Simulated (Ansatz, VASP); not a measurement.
**Os (Osmium): VASP beside Ansatz**

One calculation is typed for both programs; each brings its own data sets. How far apart do they land? The cell is taken from a series of runs on this material, whose earlier steps may have relaxed, scaled, displaced or heated it; both programs get it as it stands.

Method: plane waves, with VASP 6.6.1 beside it; zone-centre phonons at LDA, in Ansatz 0.2.0.

## (1) Set-up

Symmetry: P6_3/mmc, No. 194, hexagonal system. The conventional cell has a = 2.696 Å, b = 2.696 Å, c = 4.265 Å, α = 90.00°, β = 90.00°, γ = 120.00°. Os has 12 Os at 2.64 to 2.70 Å nearest.

## (2) VASP: zone-centre phonons, LDA

Second derivatives magnify differences that forces hide, and they need a tight electronic threshold.

Lines of VASP's logs that name or quote its potential files are left out, and so is its time.

Input file INCAR:

```
SYSTEM = Os
PREC = Accurate
ENCUT = 600
EDIFF = 1E-08
NELM = 120
ISMEAR = 1
SIGMA = 0.2
LREAL = .FALSE.
ALGO = Normal
GGA = CA
NBANDS = 14
LASPH = .TRUE.
LORBIT = 11
LWAVE = .FALSE.
LCHARG = .FALSE.
ISIF = 2
IBRION = 8
GGA_COMPAT = .FALSE.
KPAR = 2
```

Input file POSCAR:

```
Os
1.0
    2.6961621439      0.0000000000      0.0000000000
   -1.3480810719      2.3349449094      0.0000000000
    0.0000000000      0.0000000000      4.2648189495
Os
2
Direct
    0.3333333333      0.6666666667      0.2500000000
    0.6666666667      0.3333333333      0.7500000000
```

Input file KPOINTS:

```
Automatic mesh
0
Gamma
18 18 12
0 0 0
```

Potentials, in the order of the species: Os (LDA family, release 64).

Launch:

```sh
$ mpirun -np 2 vasp_std
```

Numbers of over 12 decimals in the logs are rounded to 6 here.

What it wrote:

```text
[banner, memory and clock lines left out]
running    2 mpi-ranks, on    1 nodes
 distrk:  each k-point on    1 cores,    2 groups
 distr:  one band on    1 cores,    1 groups

 POSCAR found type information on POSCAR Os
 POSCAR found :  1 types and       2 ions
 LDA part: xc-table for (Slater(with rela. corr.)+CA(PZ))
 , standard interpolation
 POSCAR, INCAR and KPOINTS ok, starting setup
 FFT: planning ... GRIDC
 FFT: planning ... GRID_SOFT
 FFT: planning ... GRID
 WAVECAR not read
 entering main loop
       N       E                     dE             d eps       ncg     rms          rms(c)
DAV:   1     0.113216785172E+03    0.11322E+03   -0.82978E+03  7252   0.124E+03
DAV:   2    -0.208230749055E+02   -0.13404E+03   -0.11813E+03  7482   0.363E+02
DAV:   3    -0.267849316023E+02   -0.59619E+01   -0.56529E+01  9448   0.674E+01
DAV:   4    -0.268458560606E+02   -0.60924E-01   -0.60777E-01  7980   0.686E+00
DAV:   5    -0.268461641431E+02   -0.30808E-03   -0.30807E-03  9388   0.453E-01    0.356E+01
DAV:   6    -0.256465326276E+02    0.11996E+01   -0.10668E+00  8956   0.926E+00    0.162E+01
DAV:   7    -0.253003295858E+02    0.34620E+00   -0.69413E-01  9146   0.728E+00    0.926E-01
DAV:   8    -0.252916355435E+02    0.86940E-02   -0.73714E-03  7438   0.683E-01    0.358E-01
DAV:   9    -0.252897800162E+02    0.18555E-02   -0.15692E-03  8794   0.405E-01    0.513E-02
DAV:  10    -0.252897857493E+02   -0.57331E-05   -0.24778E-05  8908   0.389E-02    0.137E-02
DAV:  11    -0.252897791240E+02    0.66253E-05   -0.20281E-06  8476   0.175E-02    0.108E-03
DAV:  12    -0.252897790368E+02    0.87191E-07   -0.54086E-08  8902   0.249E-03    0.160E-04
DAV:  13    -0.252897790359E+02    0.88778E-09   -0.15317E-09  5324   0.403E-04
   1 F= -.25289779E+02 E0= -.25289842E+02  d E =0.187875E-03
 Linear response reoptimize wavefunctions to high precision
DAV:   1    -0.252897790357E+02    0.25102E-09   -0.15894E-10  5336   0.121E-04
DAV:   2    -0.252897790357E+02   -0.34106E-11   -0.12547E-11  4178   0.408E-05
 Linear response DOF=           2
 Linear response progress:
  Degree of freedom:   1/  2
       N       E                     dE             d eps       ncg     rms          rms(c)
RMM:   1    -0.196805197677E+00   -0.19681E+00   -0.11189E-01 54068   0.256E+00
RMM:   2    -0.193110254465E+00    0.36949E-02   -0.17792E-03 44956   0.523E-01    0.155E-01
RMM:   3    -0.191924914796E+00    0.11853E-02   -0.51138E-04 50269   0.155E-01    0.871E-02
RMM:   4    -0.191295947235E+00    0.62897E-03   -0.75802E-04 50817   0.184E-01    0.117E-02
RMM:   5    -0.191363667144E+00   -0.67720E-04   -0.13338E-05 52026   0.271E-02    0.390E-03
RMM:   6    -0.191346642342E+00    0.17025E-04   -0.13043E-06 51999   0.775E-03    0.126E-03
RMM:   7    -0.191343117744E+00    0.35246E-05   -0.26063E-08 53284   0.162E-03    0.793E-04
RMM:   8    -0.191339788989E+00    0.33288E-05   -0.27305E-08 52461   0.970E-04    0.915E-05
RMM:   9    -0.191339545000E+00    0.24399E-06    0.10162E-08 53840   0.167E-04    0.220E-05
RMM:  10    -0.191339401785E+00    0.14322E-06    0.29932E-09 52726   0.283E-05    0.404E-06
RMM:  11    -0.191339388575E+00    0.13210E-07   -0.70982E-09 53633   0.138E-05    0.114E-06
RMM:  12    -0.191339393680E+00   -0.51053E-08   -0.59372E-09 44347   0.101E-05    0.329E-07
 first order change of Fermi-energy  -0.13804E-04
 force on displaced ion       1 direction 1 : -10.427   0.001   0.000
 Linear response progress:
  Degree of freedom:   2/  2
       N       E                     dE             d eps       ncg     rms          rms(c)
RMM:   1    -0.252892696436E+00   -0.25289E+00   -0.13989E-01 19224   0.270E+00
RMM:   2    -0.244396754174E+00    0.84959E-02   -0.58647E-03 15065   0.731E-01    0.188E-01
RMM:   3    -0.243784541334E+00    0.61221E-03   -0.74147E-04 17742   0.151E-01    0.106E-01
RMM:   4    -0.243899977555E+00   -0.11544E-03   -0.45373E-04 17826   0.146E-01    0.127E-02
RMM:   5    -0.243957857520E+00   -0.57880E-04    0.13791E-05 18366   0.186E-02    0.595E-03
RMM:   6    -0.243967591580E+00   -0.97341E-05    0.27715E-06 18071   0.389E-03    0.415E-03
RMM:   7    -0.243982118513E+00   -0.14527E-04    0.29802E-06 18264   0.395E-03    0.434E-04
RMM:   8    -0.243980441118E+00    0.16774E-05   -0.38717E-07 18417   0.566E-04    0.150E-04
RMM:   9    -0.243979142454E+00    0.12987E-05    0.29305E-08 18514   0.180E-04    0.267E-05
RMM:  10    -0.243979149897E+00   -0.74429E-08    0.10080E-07 17383   0.619E-05    0.354E-06
RMM:  11    -0.243979172781E+00   -0.22884E-07    0.11153E-08 18779   0.263E-05    0.273E-06
RMM:  12    -0.243979170120E+00    0.26607E-08   -0.94520E-09 17848   0.191E-05    0.211E-07
 first order change of Fermi-energy   0.10008E-03
 force on displaced ion       1 direction 3 :  -0.000  -0.000 -20.103
 Linear response finished
```

From OUTCAR (step 2):

```text
ion  position               nearest neighbor table
   1  0.333  0.667  0.250-   2 2.64   2 2.64   2 2.64   2 2.64   2 2.64   2 2.64
   2  0.667  0.333  0.750-   1 2.64   1 2.64   1 2.64   1 2.64   1 2.64   1 2.64

  LATTYP: Found a hexagonal cell.
 ALAT       =     2.6961621439
 C/A-ratio  =     1.5818110046

 Subroutine GETGRP returns: Found 24 space group operations
 (whereof 12 operations were pure point group operations)

The static configuration has the point symmetry D_3d.
 The point group associated with its full space group is D_6h.

 Found    259 irreducible k-points:

   k-points           NKPTS =    259   k-points in BZ     NKDIM =    259   number of bands    NBANDS=     14

   dimension x,y,z NGX =    24 NGY =   24 NGZ =   36
   dimension x,y,z NGXF=    48 NGYF=   48 NGZF=   72

   ENCUT  =  600.0 eV  44.10 Ry    6.64 a.u.   5.38  5.38  8.52*2*pi/ulx,y,z

   NELECT =      16.0000    total number of electrons

 k-points in reciprocal lattice and weights: Automatic mesh
   0.00000000  0.00000000  0.00000000       0.000
   0.05555556  0.00000000  0.00000000       0.002
   0.11111111  0.00000000  0.00000000       0.002
   0.16666667  0.00000000  0.00000000       0.002
   0.22222222  0.00000000  0.00000000       0.002
   0.27777778  0.00000000  0.00000000       0.002
   0.33333333  0.00000000  0.00000000       0.002
   0.38888889  0.00000000  0.00000000       0.002
   0.44444444  0.00000000  0.00000000       0.002
[...]
0.33333333  0.27777778  0.50000000       0.003
   0.33333333  0.33333333  0.50000000       0.001

 average (electrostatic) potential at core
       1 -42.9117       2 -42.9117

  Total        1.8430368      1.8430368      1.8189831      0.0000000      0.0000000      0.0000000
  in kB      109.9819332    109.9819332    108.5465434      0.0000000      0.0000000      0.0000000
  external PRESSURE =     109.5034700 kB  Pullay stress =       0.0000000 kB

  energy-cutoff  :      600.00
  volume of cell :       26.85
      direct lattice vectors                 reciprocal lattice vectors
     2.696162144  0.000000000  0.000000000     0.370897575  0.214137815  0.000000000
    -1.348081072  2.334944909  0.000000000     0.000000000  0.428275629  0.000000000
     0.000000000  0.000000000  4.264818950     0.000000000  0.000000000  0.234476542

 POSITION                                       TOTAL-FORCE (eV/Angst)
 -----------------------------------------------------------------------------------
     -0.00000      1.55663      1.06620         0.000000     -0.000000      0.000000
      1.34808      0.77831      3.19861        -0.000000      0.000000      0.000000
 -----------------------------------------------------------------------------------
    total drift:                               -0.000000      0.000000     -0.000000

 Eigenvectors and eigenvalues of the dynamical matrix
 ----------------------------------------------------

   1 f  =    7.187748 THz    45.161954 2PiTHz  239.757476 cm-1    29.726125 meV
             X         Y         Z           dx          dy          dz
     -0.000000  1.556630  1.066205     0.000000    0.000000    0.707107
      1.348081  0.778315  3.198614     0.000000    0.000000   -0.707107

   2 f  =    5.176632 THz    32.525741 2PiTHz  172.673871 cm-1    21.408822 meV
             X         Y         Z           dx          dy          dz
     -0.000000  1.556630  1.066205     0.238864    0.665540   -0.000000
      1.348081  0.778315  3.198614    -0.238864   -0.665540   -0.000000

   3 f  =    5.176632 THz    32.525741 2PiTHz  172.673871 cm-1    21.408822 meV
             X         Y         Z           dx          dy          dz
     -0.000000  1.556630  1.066205     0.665540   -0.238864    0.000000
      1.348081  0.778315  3.198614    -0.665540    0.238864    0.000000

   4 f  =    0.000000 THz     0.000001 2PiTHz    0.000003 cm-1     0.000000 meV
             X         Y         Z           dx          dy          dz
     -0.000000  1.556630  1.066205    -0.541230    0.413332    0.190331
      1.348081  0.778315  3.198614    -0.541230    0.413332    0.190331

   5 f  =    0.000000 THz     0.000000 2PiTHz    0.000002 cm-1     0.000000 meV
             X         Y         Z           dx          dy          dz
     -0.000000  1.556630  1.066205    -0.452154   -0.455177   -0.297272
      1.348081  0.778315  3.198614    -0.452154   -0.455177   -0.297272

   6 f/i=    0.000000 THz     0.000001 2PiTHz    0.000003 cm-1     0.000000 meV
             X         Y         Z           dx          dy          dz
     -0.000000  1.556630  1.066205    -0.051248   -0.349242    0.612702
      1.348081  0.778315  3.198614    -0.051248   -0.349242    0.612702

 ELASTIC MODULI CONTR FROM IONIC RELAXATION (kBar)
 Direction    XX          YY          ZZ          XY          YZ          ZX
 --------------------------------------------------------------------------------
 XX         -50.1671     50.1671      0.0000     -0.0000      0.0000     -0.0000
 YY          50.1671    -50.1671     -0.0000     -0.0000     -0.0000      0.0000
 ZZ           0.0000     -0.0000     -0.0000      0.0000     -0.0000      0.0000
 XY          -0.0000     -0.0000      0.0000    -50.1671     -0.0000      0.0000
 YZ           0.0000     -0.0000     -0.0000     -0.0000     -0.0000      0.0000
 ZX          -0.0000      0.0000      0.0000      0.0000      0.0000     -0.0000
 --------------------------------------------------------------------------------
```

## (3) Ansatz: zone-centre phonons, LDA

Ansatz runs on its PAW soft_1 files.

The same cell, functional (in two slightly different forms), mesh and smearing now go to Ansatz, which takes its cutoff from its data sets.

Input file input.yaml:

```yaml
crystal:
  lattice:
    - [2.6961621439, 0.0, 0.0]
    - [-1.3480810719, 2.3349449094, 0.0]
    - [0.0, 0.0, 4.2648189495]
  atoms:
    - { symbol: Os, position: [0.3333333333, 0.6666666667, 0.25] }
    - { symbol: Os, position: [0.6666666667, 0.3333333333, 0.75] }
kpoints:
  mp_grid: { grid: [18, 18, 12] }
hamiltonian:
  xc: lda
  pseudopotentials: { kind: paw, azcp: { folder: soft_1 }, xc_functional: pbe }
scf:
  occupations: { method: methfessel_paxton, width: 0.2 }
output:
  eigenvalues: true
phonons:
  method: dfpt
```

Launch:

```sh
$ ansatz run input.yaml --threads 4 --pin off --max-ram 10240MiB --backend cpu --events-out ev --progress --plain --runs-dir out
```

What it wrote:

```text
zone centre: on kpoints.mp_grid the ground state, and the responses unless they are solved on pairs of k-points, stand on 637 of the mesh's 3888 k-points, reduced under 4 symmetry operations, with k and −k counted as one. Each operation leaves every solved displacement unchanged or reverses it
Engine: ansatz 0.2.0, aarch64-unknown-linux-gnu
Pseudopotentials: kind: paw
Pseudopotential: Os, paw, valence charge 16, recommended cutoff 420 eV (normal), soft_1/Os.paw.azcp
Functional definition: SPW92
  exchange = slater_x
  correlation = pw_c
Crystal: 2 atoms, lattice volume = 26.849 Å³
Basis set: ecut = 420 eV, 537 PW (Γ), exchange–correlation on 40×40×60 points (8 copies of the dense FFT grid, shifted against one another)
Bands: 20, of which v1, the nominal top of the filled ones, is band 16 counted from 1 (15 counted from 0)
Symmetry: 24 space group operations
k-points: 637 of 3888 (irreducible under 4 space group operations, time reversal used)
Non-local potential: Os, projectors of the file, l = 0: 3, l = 1: 2, l = 2: 2, l = 3: 1
PAW form: soft (Blöchl's): semilocal exchange-correlation on the pseudo side does not see the compensation charge
PAW frozen core: Os, regenerated for the run's functional, and the local potential with it (the file was generated under x = pbe(κ = 0.804, μ = 0.219515), c = pbe(β = 0.066725))
PAW one-centre angular grid: Os, 590 points (default); XC on 64 Gauss nodes
Initial density: superposition of atomic densities (chi_scale 0.1, normalization cell)
Initial wavefunctions: pseudopotential atomic-orbital guess
Functional: x = slater, c = lda
SCF iter   1: F=—  HF=-22239.374878 eV  |F-HF|=—  |Δ(HF+E_count)|=         —  Δρ=6.11e-2  dr2=8.02e-1  ethr=3.10e-3  ⟨swp⟩=5.0  Hψ=116317  notcnv=0  defer=45
automatic band count: the SCF goes on with 24 bands, as 20 were too few: they end inside the smearing window of the response
preconditioner: auto → none  [metal: Δε(μ)=0.026 eV  Ē_g=12.581 eV  σ=0.200 eV  W_gap=0.11  n_scr=8 (ndim 8)  ℏωp=28.7 eV  f_vac=0.000  D(μ)=1.18/eV (n_scr^D=8)  sad-step TF]
SCF iter   2: F=—  HF=-22239.155215 eV  |F-HF|=—  |Δ(HF+E_count)|=   2.20e-1  S|Δr|=    0.00e0  Δρ=3.57e-2  dr2=2.65e-1  ethr=2.51e-3  ⟨swp⟩=2.0  Hψ=22826  notcnv=0  defer=368
SCF iter   3: F=—  HF=-22239.055040 eV  |F-HF|=—  |Δ(HF+E_count)|=   1.00e-1  S|Δr|=    0.00e0  Δρ=1.65e-3  dr2=3.83e-4  ethr=8.29e-4  ⟨swp⟩=2.0  Hψ=21603  notcnv=0  defer=368
SCF iter   4: F=—  HF=-22239.054759 eV  |F-HF|=—  |Δ(HF+E_count)|=   2.81e-4  S|Δr|=    0.00e0  Δρ=2.15e-4  dr2=5.43e-6  ethr=1.20e-6  ⟨swp⟩=2.2  Hψ=22111  notcnv=0  defer=545
SCF iter   5: F=—  HF=-22239.054756 eV  |F-HF|=—  |Δ(HF+E_count)|=   3.58e-6  S|Δr|=    0.00e0  Δρ=4.55e-5  dr2=3.13e-7  ethr=1.70e-8  ⟨swp⟩=2.5  Hψ=22578  notcnv=0  defer=545
SCF iter   6: F=—  HF=-22239.054761 eV  |F-HF|=—  |Δ(HF+E_count)|=   5.79e-6  S|Δr|=    0.00e0  Δρ=6.88e-6  dr2=6.59e-9  ethr=9.78e-10  ⟨swp⟩=2.5  Hψ=22519  notcnv=0  defer=650
SCF iter   7: F=—  HF=-22239.054761 eV  |F-HF|=—  |Δ(HF+E_count)|=   1.28e-9  S|Δr|=    0.00e0  Δρ=1.36e-6  dr2=8.97e-11  ethr=2.06e-11  ⟨swp⟩=2.3  Hψ=22085  notcnv=0  defer=650
SCF iter   8: F=-22239.054761 eV  HF=-22239.054761 eV  |F-HF|=0.00e0  |Δ(HF+E_count)|=  8.73e-11  S|Δr|=    0.00e0  Δρ=1.26e-7  dr2=2.16e-12  ethr=1.00e-12  ⟨swp⟩=9.8  Hψ=69958  notcnv=0
SCF 1 converged in 8 iterations: F = -22239.054761 eV  dr2 = 2.16e-12
  greatest PAW one-centre occupation: 1.000 electrons in one spin orbital (limit 2), on the Os atom at site 1 (counted from 0), in its partial waves of l = 0
DFPT response loops at Γ: preconditioner auto → Kerker (q_TF=auto, 2.809 Å⁻¹) (partly filled bands, converged f_vac=0.000); β = 1.00, the filter's whole step (`scf.mixing.beta` (0.50) is not read by the response loops under this deck's `scf.mixing.preconditioner`; to damp them name `kerker` or `kerker_dos`, under which they read `scf.mixing.beta`, and type it under 1.00, their step now; both keys bind the ground state too); Broyden in place of MSR1
SCF converged after 8 iterations
Stability not checked: this state was not tested for a lower state beside it, because cold or Methfessel-Paxton smearing, or corrected tetrahedra, fill the levels in a way that the test cannot read (fill_not_monotonic; see scf.lower_state_search)
Free energy (F): -22239.054761 eV
Harris-Foulkes:  -22239.054761 eV  (|F-HF|=0.00e0)
Internal energy: -22239.054994 eV  (E = F + TS)
E sigma→0 (E₀):  -22239.054820 eV
Entropy (-TS):   0.000233 eV (0.116 meV/atom)
Fermi energy:    26.945321 eV
--- Per-component energies (eV) ---
  E_band       = -104.121738
  E_kinetic    = 990.131052
  E_local      = -1756.320771  (includes V_loc(G=0)·N_el)
  E_nonlocal   = 406.192675
  E_hartree    = 631.419416
  E_xc         = -467.449205
  E_vxc        = -495.306553  (∫ρ·V_xc dr)
  E_paw        = -17564.724418  (= ΣΔE_a)
  E_vpaw       = -511.657891  (= ΣTr[D̂ρ^β])
  E_aug_tail   = 0.000856  (compensation charges beyond the density's cutoff)
  E_ewald      = -4479.030245
  E_core_change = 0.725646  (= ΣΔE_core)
  E_smearing   = 0.000233  (= −TS)
  E_closure    = 0.000000  (closes the sum)
  Σ components = -22239.054761   (vs F -22239.054761, Δ=0.00e0)
--- Band table (eV; the first three rows and the last of 637) ---
  k-point 0: bands = [... 12 lower, 23.9456, 24.5850, 24.5850, 25.2969, 25.2969, 27.0505, 28.7461, 28.7461, ... 4 higher]
  k-point 1: bands = [... 12 lower, 23.8916, 24.5231, 24.5231, 25.4406, 25.4406, 26.7436, 28.7619, 28.7619, ... 4 higher]
  k-point 2: bands = [... 12 lower, 23.7408, 24.3561, 24.3561, 25.8085, 25.8085, 25.9756, 28.7837, 28.7837, ... 4 higher]
  k-point 636: bands = [... 12 lower, 23.3696, 23.3696, 25.1963, 25.1963, 29.3868, 29.3868, 32.1078, 32.1078, ... 4 higher]
--- Phonons (Γ-DFPT): 2 representative perturbations + reference, on 637 of 3888 k-points (Σ response iterations 4) ---
  k mesh reduced under 4 symmetry operations, with k and −k counted as one. Each operation leaves every solved displacement unchanged or reverses it
  ASR residual: 9.554e-5 → 0.000e0 eV/Å²; symmetrization residual: 8.746e-10 eV/Å²
  ASR residual per site (eV/Å²): 9.55e-5 9.55e-5
  Γ frequencies (cm⁻¹): 0.00 0.00 0.00 173.28 173.28 240.89
  non-analytic LO–TO correction: not included (Born effective charges unavailable; polar crystals: no LO–TO splitting at Γ)
```

In the SCF lines HF is the Harris–Foulkes energy and dr2 the Hartree energy of the density residual, in eV; the loop may stop once dr2 is under the threshold and the program's other checks hold. Hψ counts applications of the Hamiltonian.

## (4) Side by side

Known differences besides the potentials themselves: the two LDA forms differ slightly; the data sets hold 32 valence electrons in Ansatz (on its PAW soft_1 files) and 16 in VASP; the cutoff is 420 eV in Ansatz and 600 eV in VASP; VASP's log shows a relativistic correction to its local exchange, Ansatz's none. Total energies have different zeros and are not compared.

Both answers:

```
                  quantity  Ansatz   VASP  difference
optical mode 1 to 2 (cm⁻¹)   173.3  172.7     +0.35 %
     optical mode 3 (cm⁻¹)   240.9  239.8     +0.47 %
```

Modes are paired by rising frequency, not by their patterns, so a pair may set unlike modes beside each other; they are those without the splitting of longitudinal modes.

## (5) Results

```
r.m.s. difference of the optical zone-centre modes, each program's sorted by frequency (zone-centre phonons, LDA) : 0.82 cm⁻¹
```

What this shows: The r.m.s. difference of the optical zone-centre modes, each program's sorted by frequency is 0.82 cm⁻¹ (zone-centre phonons, LDA). The data sets hold unlike numbers of valence electrons (32 in Ansatz and 16 in VASP), so part of the differences comes from the potentials. Such differences can come from data sets, numerical settings and the points named under the comparisons, not from the functional's error against experiment.

[Lines on the potential files, build, host, timing and source positions are cut from VASP's logs without a mark.]

[Logs are printed without paths, hosts, clocks, repeated set-up lines and the standing remarks that a program may print on its own settings, such as how far it seeks lower states.]

[Hosts, paths, dates, database ids (printed as entryN), source tags and the programs' standing remarks are cut or masked in the printed files.]
